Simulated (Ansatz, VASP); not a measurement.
# Bi2Pd (Urvantsevite) in two plane-wave programs, part 2 of 2

Aim: how closely do two programs agree when they are given the same cell, functional and k mesh? The cell is taken from a series of VASP runs on this material, whose earlier steps may have relaxed, scaled or displaced it; both programs get it as it stands.

VASP 6.6.1 and Ansatz 0.2.0.

So far. Step 2 (Ansatz: single point, PBEsol): The run ends at a pressure of 0.12 GPa, with forces up to 0.0018 eV/Å. Step 3 (VASP: single point, PBEsol): The run ends at a pressure of -0.01 GPa, with forces up to 0.0068 eV/Å.

### 5. Ansatz: electric field gradients, PBEsol

Level of this step: Ansatz beside VASP: Kohn-Sham DFT, plane waves, PBEsol (Ansatz).

Field gradients test the density near the nuclei, where the PAW reconstruction matters most.

The cell is taken from a series of VASP runs on this material, whose earlier steps may have relaxed, scaled or displaced it; both programs get it as it stands.

File input.yaml:

```yaml
crystal:
  lattice:
    - [-1.6797932146, 1.6797932146, 6.408696264]
    - [1.6797932146, -1.6797932146, 6.408696264]
    - [1.6797932146, 1.6797932146, -6.408696264]
  atoms:
    - { symbol: Bi, position: [0.3636036828, 0.3636036828, 0.0] }
    - { symbol: Bi, position: [0.6363963172, 0.6363963172, 0.0] }
    - { symbol: Pd, position: [0.0, 0.0, 0.0] }
hamiltonian:
  xc: pbesol
  pseudopotentials: { kind: paw }
kpoints:
  mp_grid: { grid: [9, 9, 9] }
scf:
  occupations: { method: methfessel_paxton, width: 0.2 }
  n_extra_bands: 4
output:
  forces: true
  stress: true
  eigenvalues: true
  efg: {}
```

Command:

```sh
ansatz run input.yaml --threads 2 --pin off --max-ram 4608MiB --backend cpu --events-out ev --progress --plain --runs-dir out
```

Numbers of over 12 decimals in the logs are rounded to 6 here.

The log of the run:

```text
[...]
Pd, Bi: output.efg is read without spin–orbit coupling, which moves field gradients at and beside such atoms by some per cent and up to a factor of two; PAW files take it under magnetization.noncollinear and magnetization.spin_orbit
[...]
Crystal: 3 atoms, lattice volume = 72.334 Å³
[...]
--- Band table (eV; the first three rows and the last of 75) ---
  k-point 0: bands = [... 20 lower, 11.7155, 11.8923, 16.3784, 16.9390, 16.9390, 17.6913, 17.6913, 19.2331]
  k-point 1: bands = [... 20 lower, 11.6586, 11.7201, 15.0312, 15.3502, 16.0715, 16.4196, 17.7810, 21.1782]
  k-point 2: bands = [... 20 lower, 11.6341, 11.6994, 13.2295, 14.1033, 14.5145, 14.8801, 17.9592, 21.1368]
  k-point 74: bands = [... 20 lower, 11.7806, 12.3213, 12.6202, 15.0912, 16.2609, 17.4716, 19.3290, 20.6676]
[key lines of the parts left out:]
SCF converged after 7 iterations
Free energy (F): -31391.349689 eV
Fermi energy:    14.554497 eV
P = ⅓ Tr σ = 0.1192 GPa (1.192 kbar)
```

Wall time 7.9 s (2 threads of Arm Neoverse N1, shared host); peak memory 0.46 GiB.

The run ends at a pressure of 0.12 GPa, with forces up to 0.0018 eV/Å.

### 6. VASP: electric field gradients, PBEsol

The same cell, functional, mesh and smearing now go to VASP, with its own data sets and cutoff.

File INCAR:

```
SYSTEM = Bi2Pd
PREC = Accurate
ENCUT = 400
EDIFF = 1E-07
NELM = 100
ISMEAR = 1
SIGMA = 0.2
LREAL = .FALSE.
ALGO = Normal
GGA = PS
NBANDS = 26
LASPH = .TRUE.
LORBIT = 11
LWAVE = .FALSE.
LCHARG = .FALSE.
KPAR = 2
LEFG = .TRUE.
```

File POSCAR:

```
Bi2Pd
1.0
   -1.6797932146      1.6797932146      6.4086962640
    1.6797932146     -1.6797932146      6.4086962640
    1.6797932146      1.6797932146     -6.4086962640
Bi Pd
2 1
Direct
    0.3636036828      0.3636036828      0.0000000000
    0.6363963172      0.6363963172      0.0000000000
    0.0000000000      0.0000000000      0.0000000000
```

File KPOINTS:

```
Automatic mesh
0
Gamma
9 9 9
0 0 0
```

The projector-augmented-wave data sets are Bi_d and Pd (PBE family, release 64).

Command:

```sh
mpirun -np 2 vasp_std
```

The log of the run:

```text
[banner, memory and clock lines left out]
running    2 mpi-ranks, on    1 nodes
[...]
[... a notice as in an earlier step ...]

 LDA part: xc-table for (Slater+PW92), standard interpolation
 POSCAR, INCAR and KPOINTS ok, starting setup
[...]
entering main loop
       N       E                     dE             d eps       ncg     rms          rms(c)
[... 1 cycle as in an earlier step ...]
DAV:   2     0.165940688511E+02   -0.36032E+03   -0.35347E+03  3986   0.437E+02
DAV:   3    -0.144914386632E+02   -0.31086E+02   -0.30657E+02  4790   0.147E+02
[... 1 cycle as in an earlier step ...]
DAV:   5    -0.154888341350E+02   -0.36576E-01   -0.36574E-01  5350   0.472E+00    0.466E+00
DAV:   6    -0.153086808939E+02    0.18015E+00   -0.32843E-01  4322   0.459E+00    0.237E+00
DAV:   7    -0.152724167708E+02    0.36264E-01   -0.16864E-01  4554   0.310E+00    0.979E-01
DAV:   8    -0.152633983248E+02    0.90184E-02   -0.62193E-02  4160   0.160E+00    0.372E-01
[...]
0.0000000     0.0000000    -0.0000000   -18.1598006     0.0000000    -0.0000000
     0.0000690     0.0000000    -0.0000000   -18.1288857     0.0000000    -0.0000000
     0.0000950     0.0000000    -0.0000000   -18.1147167     0.0000000    -0.0000000
     0.0001308     0.0000000    -0.0000000   -18.0934682     0.0000000    -0.0000000
     0.0001801     0.0000000    -0.0000000   -18.0617429     0.0000000    -0.0000000

ion   3
     0.0000000     0.0000000     0.0000000    -0.0269249     0.0000000    -0.0000000
     0.0000551     0.0000000     0.0000000    -0.0269249     0.0000000    -0.0000000
     0.0000758     0.0000000     0.0000000    -0.0269249     0.0000000    -0.0000000
     0.0001045     0.0000000     0.0000000    -0.0269249     0.0000000    -0.0000000
     0.0001438     0.0000000     0.0000000    -0.0269249     0.0000000    -0.0000000

     0.0000000     0.0000000     0.0000000    11.1132701     0.0000000    -0.0000000
     0.0000551     0.0000000     0.0000000    11.1124932     0.0000000    -0.0000000
     0.0000758     0.0000000     0.0000000    11.1121472     0.0000000    -0.0000000
     0.0001045     0.0000000     0.0000000    11.1116388     0.0000000    -0.0000000
     0.0001438     0.0000000     0.0000000    11.1109033     0.0000000    -0.0000000

   1 F= -.15262473E+02 E0= -.15261148E+02  d E =-.397618E-02
```

From OUTCAR (step 6):

```text
  Total       -0.0022277     -0.0022277     -0.0198817      0.0000000      0.0000000     -0.0000000
  in kB       -0.0493423     -0.0493423     -0.4403755      0.0000000      0.0000000     -0.0000000
  external PRESSURE =      -0.1796867 kB  Pullay stress =       0.0000000 kB

 POSITION                                       TOTAL-FORCE (eV/Angst)
 -----------------------------------------------------------------------------------
      0.00000      0.00000      4.66045        -0.000000     -0.000000     -0.006086
      0.00000      0.00000      8.15694         0.000000      0.000000      0.006086
      0.00000      0.00000      0.00000        -0.000000     -0.000000      0.000000
 -----------------------------------------------------------------------------------
    total drift:                                0.000000     -0.000000      0.000000

  FREE ENERGIE OF THE ION-ELECTRON SYSTEM (eV)
  ---------------------------------------------------
  free  energy   TOTEN  =       -15.2624729540 eV

  energy  without entropy=      -15.2584967765  energy(sigma->0) =      -15.26114756

[... 2 parts as in an earlier step ...]

[... 1 further part left out ...]
[key lines of the parts left out:]
E-fermi :   9.2116
```

The run ends at a pressure of -0.02 GPa, with forces up to 0.0061 eV/Å.

### 7. Differences

What differs besides the data sets and the points named for the pairs above, as far as they apply: Ansatz adds the response of the frozen cores to the gradients, VASP leaves it out. Total energies have different zeros and are not compared.

The two programs side by side:

| quantity | Ansatz | VASP | difference |
| --- | --- | --- | --- |
| pressure (GPa) | 0.12 | -0.02 | +0.14 |
| Vzz at Bi1 (V/Å²) | 23.3 | 22.9 | +0.3 |
| Vzz at Bi2 (V/Å²) | 23.3 | 22.9 | +0.3 |
| Vzz at Pd3 (V/Å²) | -13.0 | -13.8 | +0.9 |

At this near-relaxed geometry the largest component of a force difference is 8 meV/Å. Ansatz's pressure holds a Pulay correction of 0.04 GPa; VASP's holds none.

### 8. What came out

| Quantity | Value |
| --- | --- |
| difference in pressure (single point, PBEsol) | 0.12 GPa |
| difference in Vzz at Pd3 (electric field gradients, PBEsol) | 0.86 V/Å² |

The difference in pressure is 0.12 GPa (single point, PBEsol), within the 1 GPa picked in this series as the mark of a large difference. Such differences can come from data sets, numerical settings and the points named under the comparisons, not from the functional's error against experiment.

[Lines on the potential files, build, host, timing and source positions are cut from VASP's logs without a mark.]

[Logs are printed without paths, hosts, clocks, repeated set-up lines and the standing remarks that a program may print on its own settings, such as how far it seeks lower states.]

[Hosts, paths, dates, database ids (printed as entryN), source tags and the programs' standing remarks are cut or masked in the printed files.]
